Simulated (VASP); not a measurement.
Output of a VASP run:

**OUTCAR**
```
 ion  position               nearest neighbor table
   1  0.500  0.500  0.500-   2 2.48   2 2.48   2 2.48   2 2.48   2 2.48   2 2.48   2 2.48   2 2.48
  LATTYP: Found a simple cubic cell.
 ALAT       =     2.8613575965
 Subroutine PRICEL returns:
 Original cell was already a primitive cell.
 Subroutine GETGRP returns: Found 48 space group operations
The static configuration has the point symmetry O_h .
The dynamic configuration has the point symmetry O_h .
 Subroutine INISYM returns: Found 48 space group operations
 Subroutine IBZKPT returns following result:
 Found     56 irreducible k-points:

 Following reciprocal coordinates:
            Coordinates               Weight
  0.000000  0.000000  0.000000      1.000000
  0.090909  0.000000  0.000000      6.000000
  0.181818  0.000000  0.000000      6.000000
  0.272727  0.000000  0.000000      6.000000
  0.363636  0.000000  0.000000      6.000000
  0.454545  0.000000  0.000000      6.000000
  0.090909  0.090909  0.000000     12.000000
  0.181818  0.090909  0.000000     24.000000
  0.272727  0.090909  0.000000     24.000000
  0.363636  0.090909  0.000000     24.000000
  0.454545  0.090909  0.000000     24.000000
  0.181818  0.181818  0.000000     12.000000
  0.272727  0.181818  0.000000     24.000000
  0.363636  0.181818  0.000000     24.000000
  0.454545  0.181818  0.000000     24.000000
  0.272727  0.272727  0.000000     12.000000
  0.363636  0.272727  0.000000     24.000000
  0.454545  0.272727  0.000000     24.000000
  0.363636  0.363636  0.000000     12.000000
  0.454545  0.363636  0.000000     24.000000
  0.454545  0.454545  0.000000     12.000000
  0.090909  0.090909  0.090909      8.000000
  0.181818  0.090909  0.090909     24.000000
  0.272727  0.090909  0.090909     24.000000
  0.363636  0.090909  0.090909     24.000000
  0.454545  0.090909  0.090909     24.000000
  0.181818  0.181818  0.090909     24.000000
  0.272727  0.181818  0.090909     48.000000
  0.363636  0.181818  0.090909     48.000000
  0.454545  0.181818  0.090909     48.000000
  0.272727  0.272727  0.090909     24.000000
  0.363636  0.272727  0.090909     48.000000
  0.454545  0.272727  0.090909     48.000000
  0.363636  0.363636  0.090909     24.000000
  0.454545  0.363636  0.090909     48.000000
  0.454545  0.454545  0.090909     24.000000
  0.181818  0.181818  0.181818      8.000000
  0.272727  0.181818  0.181818     24.000000
  0.363636  0.181818  0.181818     24.000000
  0.454545  0.181818  0.181818     24.000000
   k-points           NKPTS =     56   k-points in BZ     NKDIM =     56   number of bands    NBANDS=     10
   number of dos      NEDOS =    301   number of ions     NIONS =      2
   total plane-waves  NPLWV =  13824
   dimension x,y,z NGX =    24 NGY =   24 NGZ =   24
   dimension x,y,z NGXF=    48 NGYF=   48 NGZF=   48
   ions per type =               1   1
   PREC   = accura    normal or accurate (medium, high low for compatibility)
   ISTART =      0    job   : 0-new  1-cont  2-samecut
   ICHARG =      2    charge: 1-file 2-atom 10-const
   ISPIN  =      1    spin polarized calculation?
   LNONCOLLINEAR =      F non collinear calculations
   LSORBIT =      F    spin-orbit coupling
   INIWAV =      1    electr: 0-lowe 1-rand  2-diag
   ENCUT  =  520.0 eV  38.22 Ry    6.18 a.u.   5.32  5.32  5.32*2*pi/ulx,y,z
   NELM   =    100;   NELMIN=  2; NELMDL= -5     # of ELM steps
   EDIFF  = 0.1E-05   stopping-criterion for ELM
   LREAL  =      F    real-space projection
   NLSPLINE    = F    spline interpolate recip. space projectors
   LMAXMIX     =    4 max onsite mixed and CHGCAR
   VOSKOWN=      0    Vosko Wilk Nusair interpolation
   EDIFFG = -.1E-01   stopping-criterion for IOM
   NSW    =     60    number of steps for IOM
   NBLOCK =      1;   KBLOCK =     60    inner block; outer block
   IBRION =      2    ionic relax: 0-MD 1-quasi-New 2-CG
   NFREE  =      1    steps in history (QN), initial steepest desc. (CG)
...
```

File OSZICAR:
```
       N       E                     dE             d eps       ncg     rms          rms(c)
DAV:   1     0.309663267302E+02    0.30966E+02   -0.59197E+03  1128   0.138E+03
DAV:   2    -0.217155913063E+02   -0.52682E+02   -0.50384E+02  1128   0.211E+02
DAV:   3    -0.230482118424E+02   -0.13326E+01   -0.13178E+01  1308   0.444E+01
DAV:   4    -0.230681463574E+02   -0.19935E-01   -0.19921E-01  1292   0.487E+00
DAV:   5    -0.230687475103E+02   -0.60115E-03   -0.60114E-03  1290   0.868E-01    0.177E+01
DAV:   6    -0.249213638211E+02   -0.18526E+01   -0.13545E+02  1250   0.214E+02    0.264E+01
DAV:   7    -0.168956729126E+02    0.80257E+01   -0.29104E+01  1234   0.110E+02    0.430E+00
DAV:   8    -0.166700372977E+02    0.22564E+00   -0.22052E+00  1366   0.254E+01    0.223E+00
DAV:   9    -0.167182656931E+02   -0.48228E-01   -0.16442E-01  1238   0.788E+00    0.133E+00
DAV:  10    -0.167196283090E+02   -0.13626E-02   -0.37367E-01  1250   0.127E+01    0.108E+00
DAV:  11    -0.166999024971E+02    0.19726E-01   -0.58581E-02  1252   0.485E+00    0.298E-01
DAV:  12    -0.166976814710E+02    0.22210E-02   -0.73171E-03  1294   0.166E+00    0.381E-02
DAV:  13    -0.166970831025E+02    0.59837E-03   -0.40099E-04  1156   0.299E-01    0.526E-02
DAV:  14    -0.166969582283E+02    0.12487E-03   -0.63670E-05  1144   0.141E-01    0.284E-02
DAV:  15    -0.166969537865E+02    0.44418E-05   -0.96330E-06  1182   0.507E-02    0.168E-02
DAV:  16    -0.166969513691E+02    0.24175E-05   -0.14582E-06   640   0.236E-02    0.552E-03
DAV:  17    -0.166969593454E+02   -0.79764E-05   -0.23293E-06   568   0.304E-02    0.196E-03
DAV:  18    -0.166969585669E+02    0.77853E-06   -0.12263E-07   560   0.542E-03
   1 F= -.16696959E+02 E0= -.16696703E+02  d E =-.166970E+02
```

**OUTCAR**
```
------------------------ aborting loop because EDIFF is reached ----------------------------------------
  FORCE on cell =-STRESS in cart. coord.  units (eV):
  Direction    XX          YY          ZZ          XY          YZ          ZX
  --------------------------------------------------------------------------------------
  Total       -0.0074873     -0.0074873     -0.0074873      0.0000000     -0.0000000      0.0000000
  in kB       -0.5120594     -0.5120594     -0.5120594      0.0000000     -0.0000000      0.0000000
  external PRESSURE =      -0.5120594 kB  Pullay stress =       0.0000000 kB
  volume of cell :       23.43
      direct lattice vectors                 reciprocal lattice vectors
     2.861357596  0.000000000  0.000000000     0.349484455  0.000000000  0.000000000
     0.000000000  2.861357596  0.000000000     0.000000000  0.349484455  0.000000000
     0.000000000  0.000000000  2.861357596     0.000000000  0.000000000  0.349484455
 POSITION                                       TOTAL-FORCE (eV/Angst)
 -----------------------------------------------------------------------------------
      1.43068      1.43068      1.43068         0.000000      0.000000      0.000000
      0.00000      0.00000      0.00000         0.000000      0.000000      0.000000
 -----------------------------------------------------------------------------------
    total drift:                                0.000000      0.000000      0.000000
  FREE ENERGIE OF THE ION-ELECTRON SYSTEM (eV)
  ---------------------------------------------------
  free  energy   TOTEN  =       -16.6969585669 eV

  energy  without entropy=      -16.6961927862  energy(sigma->0) =      -16.69670331

 reached required accuracy - stopping structural energy minimisation
```
(Selected blocks of OUTCAR.)

### POSCAR
```
NiAl
1
    2.8613575965     0.0000000000    -0.0000000000
   -0.0000000000     2.8613575965    -0.0000000000
    0.0000000000     0.0000000000     2.8613575965
Al Ni
1 1
Direct
  0.5000000000   0.5000000000   0.5000000000
  0.0000000000   0.0000000000   0.0000000000
```

Task: Write an INCAR and KPOINTS that could have produced this output.

Result: Several could match; the one computed here: the input of the run itself, MS2 meta-GGA, plane waves, VASP's PBE PAW potentials (set 64).

### INCAR
```
NELM = 100   # most electronic steps
PREC = Accurate
ISMEAR = 1   # Methfessel-Paxton
ISIF = 3   # ions, shape and volume
LCHARG = .FALSE.
LMIXTAU = .TRUE.
LREAL = .FALSE.   # projection in real space or not
LMAXMIX = 4
EDIFFG = -0.01
ENCUT = 520   # plane-wave cut-off (eV)
LWAVE = .FALSE.
SYSTEM = NiAl
EDIFF = 1E-6   # SCF stop (eV)
METAGGA = MS2
LASPH = .TRUE.
NSW = 60
ALGO = Normal
IBRION = 2   # conjugate gradients
SIGMA = 0.1
```

KPOINTS:
```
Automatic mesh
0
Gamma
11 11 11
0 0 0
```

POTCAR, in this order: Al Ni (PBE.64 set). Program: vasp_std.

The compound is NiAl in the CsCl type structure. It was relaxed first. The start is the result of an earlier pass. The run is not spin-polarised, so no magnetic state was tried. The electron count is odd and the run is not spin-polarised, which forces a metal.
